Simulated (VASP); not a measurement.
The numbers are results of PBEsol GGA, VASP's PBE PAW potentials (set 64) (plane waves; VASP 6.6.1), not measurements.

A VASP calculation is set up with these files.

INCAR:
```
ALGO = Normal
EDIFF = 1E-6
EDIFFG = -0.01
ENCUT = 400
GGA = PS
IBRION = 2
ISIF = 3
ISMEAR = 0
LASPH = .TRUE.
LCHARG = .FALSE.
LMAXMIX = 4
LREAL = .FALSE.
LWAVE = .FALSE.
NELM = 100
NSW = 60
PREC = Accurate
SIGMA = 0.05
SYSTEM = SnTe
```

### POSCAR
```
SnTe
1
    0.0000000000     3.5378563664     3.5378563664
    3.5378563664     0.0000000000     3.5378563664
    3.5378563664     3.5378563664    -0.0000000000
Sn Te
1 1
Direct
  0.0000000000   0.0000000000   0.0000000000
  0.2500000000   0.2500000000   0.2500000000
```

File KPOINTS:
```
K-points
0
G
  6 6 6
0 0 0
```

POTCAR, in this order: Sn_d Te (PBE.64 set). Program: vasp_std.

Task: Predict the energy per atom (σ→0), volume per atom.

Result: 
The energy per atom (σ→0) comes out as -3.812 eV/atom and the volume per atom is 44.50 Å³/atom.

File OSZICAR:
```
...
       N       E                     dE             d eps       ncg     rms          rms(c)
DAV:   1    -0.762774238431E+01   -0.44520E-02   -0.94713E-02   550   0.491E+00    0.384E-01
DAV:   2    -0.762431808200E+01    0.34243E-02   -0.60274E-03   556   0.124E+00    0.155E-01
DAV:   3    -0.762352586342E+01    0.79222E-03   -0.21834E-03   544   0.708E-01    0.347E-02
DAV:   4    -0.762348841827E+01    0.37445E-04   -0.76337E-05   660   0.813E-02    0.332E-02
DAV:   5    -0.762347350874E+01    0.14910E-04   -0.68743E-06   640   0.216E-02    0.977E-03
DAV:   6    -0.762347251034E+01    0.99840E-06   -0.18384E-06   368   0.201E-02
   2 F= -.76234725E+01 E0= -.76231040E+01  d E =-.181707E-03
```

The structure was generated: SnTe was put into the zinc blende type (F-43m), which need not be its known phase. This run relaxes it. Symmetry was kept, so distortions that lower it aren't found. The start is the result of an earlier pass.
